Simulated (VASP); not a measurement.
Given:

```
CELL_PARAMETERS angstrom
      0.00000     1.96875     1.96875
      1.96875     0.00000     1.96875
      1.96875     1.96875     0.00000
ATOMIC_POSITIONS crystal
  Pd 0.00000 0.00000 0.00000
```

Calculation: r2SCAN+rVV10, VASP's PBE PAW potentials (set 64) (plane waves; VASP 6.6.1). Run with 520 eV cut-off, 16×16×16 Γ-centred mesh, first-order Methfessel-Paxton smearing of 0.10 eV, potentials Pd.

Problem. Give the stress tensor in GPa (positive for a compressed cell).

Solution. 
```
-5.52   0.00   0.00
 0.00  -5.52   0.00
 0.00   0.00  -5.52
```
The pressure is its mean diagonal, -5.52 GPa.

The compound is Pd in the fcc structure. This cell is one point of a volume scan, at 1.03 of the reference volume.
